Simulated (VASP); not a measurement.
The system is Ta.

```xyz
1
Lattice="-1.6600 1.6600 1.6600 1.6600 -1.6600 1.6600 1.6600 1.6600 -1.6600" Properties=species:S:1:pos:R:3 pbc="T T T"
Ta    0.0000    0.0000    0.0000
```

The cell was built by a generator and needn't be a form met in nature.

Program: VASP 6.6.1. Alike in all runs: task optical spectrum; no spin polarisation; cell as given; cutoff (eV) 520; smearing methfessel-paxton 0.1 eV.

**Question.** Order these runs on this cell by their pressure, lowest first.
A. level LDA; potentials or basis VASP PAW LDA potentials, release 64 (Ta_pv); k mesh 22 × 22 × 22
B. level PBE; potentials or basis VASP PAW PBE potentials, release 64 (Ta_pv); k mesh 32 × 32 × 32
C. level PBEsol; potentials or basis VASP PAW PBE potentials, release 64 (Ta_pv); k mesh 22 × 22 × 22

**Answer.** A (-11.2 GPa), C (-6.7 GPa), B (0.0 GPa).

Caveats: independent-particle spectra lack excitons; the intraband (Drude) part of a metal's response may be missing; the PAW data sets were made with another functional, which shifts forces and pressure a little (some runs).
